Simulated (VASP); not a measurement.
Here is the system:

```xyz
2
Lattice="4.0517 0.0000 0.0000 -2.0258 3.5089 0.0000 0.0000 0.0000 3.9543" Properties=species:S:1:pos:R:3 pbc="T T T"
Hg     0.0000     0.0000     0.0000
Te     2.0259     1.1696     1.9771
```

Computed with r2SCAN meta-GGA, VASP's PBE PAW potentials (set 64) (plane waves; VASP 6.6.1). Run with 400 eV cut-off, 7×7×6 Γ-centred mesh, Gaussian smearing of 0.050 eV, potentials Hg Te.

Energy and stress use the plane-wave basis of the starting cell.

Task: The ions, cell shape and volume are relaxed. Which structure does the run end with?

Result: 
```xyz
2
Lattice="4.1505 0.0000 0.0000 -2.0752 3.5944 0.0000 0.0000 0.0000 3.8824" Properties=species:S:1:pos:R:3 pbc="T T T"
Hg     0.0000     0.0000     0.0000
Te     2.0752     1.1981     1.9412
```
Space group P-6m2 (187), at a tolerance of 0.03 Å.

Task: How do energy and volume change from the first to the last step?

Result: The energy (σ→0) changes by -4.9 meV/atom and the volume by +3.0 %, in 14 ionic steps.

The structure was generated: HgTe was put into the WC type (P-6m2), which need not be its known phase. This run relaxes it. Symmetry was kept, so distortions that lower it aren't found.
